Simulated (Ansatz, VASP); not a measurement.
# BaTiO3 in two plane-wave programs, part 2 of 2

One calculation is typed for both programs; each brings its own data sets and cutoff. How far apart do they land?

VASP 6.6.1 and Ansatz 0.2.0.

So far: Starting point; VASP: band structure, LDA.

The database entry behind the starting cell differs from later determinations by our own check (c/a about 0.6 % short), so it need not match the best structure at ambient conditions.

### 3. Ansatz: band structure, LDA

Level of this step: Ansatz beside VASP: Kohn-Sham DFT, plane waves, LDA (Ansatz).

Ansatz runs on its default PAW (the set named soft_2) files.

The same cell, functional (in two slightly different forms), mesh and smearing now go to Ansatz, which takes its cutoff from its data sets.

Contents of input.yaml:

```yaml
crystal:
  lattice:
    - [3.9998, 0.0, 0.0]
    - [0.0, 3.9998, 0.0]
    - [0.0, 0.0, 4.018]
  atoms:
    - { symbol: Ba, position: [0.0, 0.0, 0.9999260613] }
    - { symbol: Ti, position: [0.5, 0.5, 0.4852818937] }
    - { symbol: O, position: [0.0, 0.5, 0.5156951533] }
    - { symbol: O, position: [0.5, 0.0, 0.5156951533] }
    - { symbol: O, position: [0.5, 0.5, 0.0264017385] }
hamiltonian:
  xc: lda
  pseudopotentials: { kind: paw }
kpoints:
  mp_grid: { grid: [4, 4, 4] }
  band_path:
    path:
      - [0.0, 0.0, 0.0]
      - [0.0, 0.13636, 0.0]
      - [0.0, 0.31818, 0.0]
      - [0.0, 0.5, 0.0]
      - [0.09091, 0.5, 0.0]
      - [0.27273, 0.5, 0.0]
      - [0.45455, 0.5, 0.0]
      - [0.45455, 0.45455, 0.0]
      - [0.27273, 0.27273, 0.0]
      - [0.09091, 0.09091, 0.0]
      - [0.0, 0.0, 0.0]
      - [0.0, 0.0, 0.18182]
      - [0.0, 0.0, 0.36364]
      - [0.0, 0.0, 0.5]
      - [0.0, 0.13636, 0.5]
      - [0.0, 0.31818, 0.5]
      - [0.0, 0.5, 0.5]
      - [0.09091, 0.5, 0.5]
      - [0.27273, 0.5, 0.5]
      - [0.45455, 0.5, 0.5]
      - [0.5, 0.5, 0.5]
      - [0.45455, 0.45455, 0.5]
      - [0.27273, 0.27273, 0.5]
      - [0.09091, 0.09091, 0.5]
      - [0.0, 0.5, 0.0]
      - [0.0, 0.5, 0.18182]
      - [0.0, 0.5, 0.36364]
      - [0.0, 0.5, 0.5]
      - [0.5, 0.5, 0.13636]
      - [0.5, 0.5, 0.31818]
      - [0.5, 0.5, 0.5]
    npoints: 1
scf:
  occupations: { method: gaussian, width: 0.01 }
  n_extra_bands: 8
output:
  forces: true
  stress: true
  eigenvalues: true
```

Launch:

```sh
ansatz run input.yaml --threads 2 --pin off --max-ram 4608MiB --backend cpu --events-out ev --progress --plain --runs-dir out
```

Numbers of over 12 decimals in the logs are rounded to 6 here.

Log:

```text
scf.n_extra_bands = 8 over 20 filled bands (N_el = 40.0): the run solves 28 bands
Engine: ansatz 0.2.0, aarch64-unknown-linux-gnu
Pseudopotentials: kind: paw
Pseudopotential: Ba, paw, valence charge 10, recommended cutoff 420 eV (normal), Ba.paw.azcp
Pseudopotential: Ti, paw, valence charge 12, recommended cutoff 420 eV (normal), Ti.paw.azcp
Pseudopotential: O, paw, valence charge 6, recommended cutoff 420 eV (normal), O.paw.azcp
Functional definition: SPW92
  exchange = slater_x
  correlation = pw_c
Crystal: 5 atoms, lattice volume = 64.282 Å³
Basis set: ecut = 420 eV, 1237 PW (Γ)
Bands: 28, of which v1, the nominal top of the filled ones, is band 20 counted from 1 (19 counted from 0)
Symmetry: 8 space group operations
Space group: P4mm (ITA 99), of the structure as read, at distance tolerance 4.0e-5 Å
k-points: 18 of 64 (time reversal used)
Non-local potential: Ba, projectors of the file, l = 0: 3, l = 1: 2, l = 2: 2, l = 3: 2
Non-local potential: Ti, projectors of the file, l = 0: 3, l = 1: 2, l = 2: 3, l = 3: 1
Non-local potential: O, projectors of the file, l = 0: 2, l = 1: 2, l = 2: 1
PAW form: soft (Blöchl's): semilocal exchange-correlation on the pseudo side does not see the compensation charge
PAW frozen core: Ba, regenerated for the run's functional, and the local potential with it (the file was generated under x = pbe(κ = 0.804, μ = 0.219515), c = pbe(β = 0.066725))
PAW frozen core: Ti, regenerated for the run's functional, and the local potential with it (the file was generated under x = pbe(κ = 0.804, μ = 0.219515), c = pbe(β = 0.066725))
PAW frozen core: O, regenerated for the run's functional, and the local potential with it (the file was generated under x = pbe(κ = 0.804, μ = 0.219515), c = pbe(β = 0.066725))
PAW one-centre angular grid: Ba, 194 points (default); XC on 64 Gauss nodes
PAW one-centre angular grid: Ti, 590 points (default); XC on 64 Gauss nodes
PAW one-centre angular grid: O, 110 points (default); XC on 64 Gauss nodes
Initial density: superposition of atomic densities (neutral atoms: chi_scale 0, normalization atom), corrected by the library's trained network
Initial wavefunctions: pseudopotential atomic-orbital guess
Functional: x = slater, c = lda
SCF iter   1: F=—  HF=-9904.462060 eV  |F-HF|=—  |Δ(HF+E_count)|=         —  Δρ=1.87e-2  dr2=2.19e-1  ethr=1.77e-3  ⟨swp⟩=7.1  Hψ=2646  notcnv=0
preconditioner: auto → Resta (q_TF=auto, 2.521 Å⁻¹)  ε∞=5.0  [insulator: Δε(μ)=1.514 eV  Ē_g=13.085 eV  σ=0.010 eV  W_gap=1.00  n_scr=18 (ndim 8)  ℏωp=26.2 eV  f_vac=0.000  D(μ)=0.00/eV (n_scr^D=0)  ε∞_Penn≈5.0]
SCF iter   2: F=—  HF=-9904.423045 eV  |F-HF|=—  |Δ(HF+E_count)|=   3.90e-2  Δρ=6.81e-3  dr2=3.59e-2  ethr=5.48e-4  ⟨swp⟩=2.7  Hψ=855  notcnv=0  defer=50
SCF iter   3: F=—  HF=-9904.417401 eV  |F-HF|=—  |Δ(HF+E_count)|=   5.64e-3  Δρ=1.84e-3  dr2=2.76e-3  ethr=8.97e-5  ⟨swp⟩=2.3  Hψ=718  notcnv=0  defer=52
SCF iter   4: F=—  HF=-9904.416878 eV  |F-HF|=—  |Δ(HF+E_count)|=   5.24e-4  Δρ=1.79e-4  dr2=2.38e-5  ethr=6.90e-6  ⟨swp⟩=2.1  Hψ=793  notcnv=0  defer=52
SCF iter   5: F=—  HF=-9904.416875 eV  |F-HF|=—  |Δ(HF+E_count)|=   2.94e-6  Δρ=3.43e-5  dr2=9.06e-7  ethr=5.94e-8  ⟨swp⟩=2.4  Hψ=780  notcnv=0  defer=52
SCF iter   6: F=-9904.416874 eV  HF=-9904.416874 eV  |F-HF|=1.26e-8  |Δ(HF+E_count)|=   2.39e-7  Δρ=6.93e-6  dr2=2.26e-8  ethr=2.50e-10  ⟨swp⟩=10.7  Hψ=2923  notcnv=0
SCF 1 converged in 6 iterations: F = -9904.416874 eV  dr2 = 2.26e-8
  greatest PAW one-centre occupation: 0.999 electrons in one spin orbital (limit 2), on the Ti atom at site 1 (counted from 0), in its partial waves of l = 0
NSCF: frozen V_eff on 31 k-points
SCF converged after 6 iterations
Free energy (F): -9904.416874 eV
Harris-Foulkes:  -9904.416874 eV  (|F-HF|=1.26e-8)
Internal energy: -9904.416874 eV  (E = F + TS)
E sigma→0 (E₀):  -9904.416874 eV
Fermi energy:    10.833609 eV
--- Per-component energies (eV) ---
  E_band       = -151.137931
  E_kinetic    = 965.191408
  E_local      = -2113.075107  (includes V_loc(G=0)·N_el)
  E_nonlocal   = 216.131012
  E_hartree    = 819.203127
  E_xc         = -484.852250
  E_vxc        = -542.114770  (∫ρ·V_xc dr)
  E_paw        = -6494.771077  (= ΣΔE_a)
  E_vpaw       = -315.686354  (= ΣTr[D̂ρ^β])
  E_aug_tail   = 0.007544  (compensation charges beyond the density's cutoff)
  E_ewald      = -2813.150762
  E_core_change = 0.899230  (= ΣΔE_core)
  E_smearing   = -0.000000  (= −TS)
  E_closure    = 0.000000  (closes the sum)
  Σ components = -9904.416874   (vs F -9904.416874, Δ=0.00e0)
--- Forces (eV/Å), atoms counted from 1 ---
  atom   1  Ba    -0.00000000     0.00000000    -0.03510280
  atom   2  Ti    -0.00000000     0.00000000    -0.16527780
  atom   3  O      0.00000000    -0.00000000     0.03190805
  atom   4  O     -0.00000000    -0.00000000     0.03190805
  atom   5  O      0.00000000     0.00000000     0.13654132
  max |Σ_I F_I| component: 2.32e-5 eV/Å
--- Stress (GPa, compression-positive) ---
       -8.632053       0.000000       0.000000
        0.000000      -8.632053       0.000000
       -0.000000       0.000000      -5.928961
  P = ⅓ Tr σ = -7.7310 GPa (-77.310 kbar)
--- Band table (eV; the first three rows and the last of 18) ---
  k-point 0: bands = [... 16 lower, 8.7675, 9.5826, 9.6282, 9.6282, 11.7164, 12.0579, 12.0579, 14.0503, ... 4 higher]
  k-point 1: bands = [... 16 lower, 8.3443, 8.6644, 9.4411, 9.4411, 11.7822, 12.8644, 12.8644, 14.0484, ... 4 higher]
  k-point 2: bands = [... 16 lower, 7.9902, 8.0171, 9.2722, 9.2722, 11.8508, 13.5835, 13.5835, 14.0494, ... 4 higher]
  k-point 17: bands = [... 16 lower, 7.5840, 9.8086, 9.8086, 9.9508, 14.1515, 14.1803, 14.1803, 16.4391, ... 4 higher]
```

Run time: 6.1 s. Hardware: 2 threads of Arm Neoverse N1, shared host; peak memory 0.34 GiB.

The column dr2 measures how far the density is from self-consistency, as an energy; F and HF (Harris–Foulkes) agree once it is small.

### 4. Side by side

Known differences besides the PAW data sets themselves: the two LDA forms differ slightly; the cutoff is 420 eV in Ansatz and 440 eV in VASP; Ansatz makes its cores anew for this functional, VASP keeps those of its LDA data sets. Total energies have different zeros and are not compared.

Compared:

| quantity | Ansatz | VASP | difference |
| --- | --- | --- | --- |
| gap over the path points (eV) | 1.766 | 1.757 | +0.008 |

Forces (eV/Å; atoms numbered as in POSCAR):

| atom | Ansatz x, y, z | VASP x, y, z |
| --- | --- | --- |
| Ba1 | 0.000, 0.000, -0.035 | 0.000, 0.000, -0.036 |
| Ti2 | 0.000, 0.000, -0.165 | 0.000, 0.000, -0.125 |
| O3 | 0.000, 0.000, 0.032 | 0.000, 0.000, 0.032 |
| O4 | 0.000, 0.000, 0.032 | 0.000, 0.000, 0.032 |
| O5 | 0.000, 0.000, 0.137 | 0.000, 0.000, 0.096 |

Levels at points of the path, from each program's valence-band top (eV; 4 filled, then empty):

| k (reciprocal lattice) | Ansatz | VASP |
| --- | --- | --- |
| 0.000 0.000 0.000 | -1.18 -0.37 -0.32 -0.32 1.77 2.11 2.11 | -1.19 -0.37 -0.33 -0.33 1.76 2.10 2.10 |
| 0.000 0.136 0.000 | -1.29 -0.74 -0.50 -0.38 2.09 2.17 2.29 | -1.30 -0.74 -0.51 -0.38 2.09 2.16 2.29 |
| 0.000 0.318 0.000 | -1.69 -1.47 -0.88 -0.74 2.17 3.07 3.10 | -1.69 -1.47 -0.89 -0.74 2.16 3.07 3.10 |
| 0.000 0.500 0.000 | -1.84 -1.68 -1.05 -0.90 2.20 3.51 3.58 | -1.84 -1.68 -1.05 -0.91 2.20 3.51 3.58 |
| 0.091 0.500 0.000 | -1.72 -1.31 -1.29 -0.83 2.27 3.52 3.58 | -1.72 -1.31 -1.29 -0.84 2.27 3.52 3.58 |
| 0.273 0.500 0.000 | -1.64 -1.43 -1.10 -0.40 2.93 3.59 3.69 | -1.64 -1.43 -1.10 -0.40 2.92 3.59 3.69 |
| 0.455 0.500 0.000 | -1.78 -1.04 -1.03 -0.06 3.57 3.61 3.95 | -1.78 -1.04 -1.03 -0.06 3.57 3.61 3.95 |
| 0.455 0.455 0.000 | -1.77 -1.07 -1.03 -0.07 3.56 3.58 3.93 | -1.76 -1.07 -1.03 -0.07 3.56 3.58 3.94 |
| 0.273 0.273 0.000 | -1.89 -1.15 -0.99 -0.45 2.80 3.02 3.23 | -1.90 -1.15 -1.00 -0.45 2.79 3.02 3.22 |
| 0.091 0.091 0.000 | -1.22 -0.83 -0.39 -0.35 2.06 2.17 2.22 | -1.22 -0.83 -0.39 -0.35 2.06 2.17 2.21 |

The forces differ by 15 meV/Å r.m.s., which is 33.9 % of the r.m.s. force of 0.04 eV/Å (both taken over all components). Among the levels compared (up to four filled and three empty ones at each point), filled levels agree within 6 meV and empty ones within 8 meV.

### 5. Looking for the cause

The difference is large enough to ask for its cause, so further runs change the set-up of one program at a time, as the table lists.

| run | r.m.s. force difference (meV/Å) |
| --- | --- |
| as above | 15 |
| cores kept as stored, as VASP does, whose cores stay as stored | 9.4 |
| Ansatz's larger PAW set (cutoff 910 eV) | 6.2 |
| norm-conserving potentials (cutoff 1143 eV) | 6.0 |

### 6. Results

```json
{
  "r.m.s. force difference (band structure, LDA)": "15 meV/Å"
}
```

**Reading.** The r.m.s. force difference is 15 meV/Å (band structure, LDA), beyond the 12 meV/Å picked in this series as the mark of a large difference. For band structure, LDA: with norm-conserving potentials (cutoff 1143 eV) the r.m.s. force difference shrinks in size, from 15 to 6.0 meV/Å. 2 further runs on this material are not shown. How closely two codes agree says nothing of how well the functional describes the real material.

[Lines on the potential files, build, host, timing and source positions are cut from VASP's logs without a mark.]

[Logs are printed without paths, hosts, clocks, repeated set-up lines and the standing remarks that a program may print on its own settings, such as how far it seeks lower states.]

[Hosts, paths, dates, database ids (printed as entryN), source tags and the programs' standing remarks are cut or masked in the printed files.]
